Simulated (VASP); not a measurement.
Crystal: Ga2As3.

```
Ga As
1.0
     4.58306    0.00000    0.00000
    -2.29153    3.96905    0.00000
     0.00000    0.00000    5.62783
Ga As
2 3
Direct
  0.66667 0.33333 0.50000
  0.33333 0.66667 0.00000
  0.00000 0.00000 0.74540
  0.00000 0.00000 0.25460
  0.66667 0.33333 0.00000
```

The cell was built by a generator and needn't be a form met in nature.

| Item | Value |
| --- | --- |
| Program | VASP 6.6.1 |
| Task | relaxation of cell and atoms |
| Functional | PBE |
| Potentials or basis | VASP PAW PBE potentials, release 64 (Ga_d, As) |
| Cutoff | 600 eV |
| k mesh | 7 × 7 × 5 |
| Occupations | gaussian, width 0.05 eV |
| Spin | no spin polarisation |

At the start: pressure 3.2 GPa; volume 20.47 Å³/atom.

**Question.** How do energy, volume and symmetry change on relaxing?

**Answer.** Over 8 steps the energy falls by 60.1 meV/atom and the volume is 21.94 Å³/atom (+7.2 %); space group P-6m2 (No. 187, to 0.05 Å).

The path:
```csv
step,energy change (eV),largest force (eV/Å),pressure (GPa),volume (Å³)
1,0.0000,0.9627,3.21,102.37
2,-0.1297,0.8397,-0.57,108.56
3,-0.1446,0.8413,-1.94,111.80
4,-0.2726,0.5164,-1.23,111.33
5,-0.2976,0.1234,-0.38,111.05
6,-0.2983,0.0063,-0.57,111.10
7,-0.2983,0.0327,-0.52,111.08
8,-0.3007,0.0021,0.02,109.72
```

Final structure:
```xyz
5
Lattice="4.7298 0.0000 0.0000 -2.3649 4.0961 0.0000 0.0000 0.0000 5.6636" Properties=species:S:1:pos:R:3 pbc="T T T"
Ga    2.3649    1.3654    2.8318
Ga    0.0000    2.7307    0.0000
As    0.0000    0.0000    4.0461
As    0.0000    0.0000    1.6174
As    2.3649    1.3654    5.6636
```
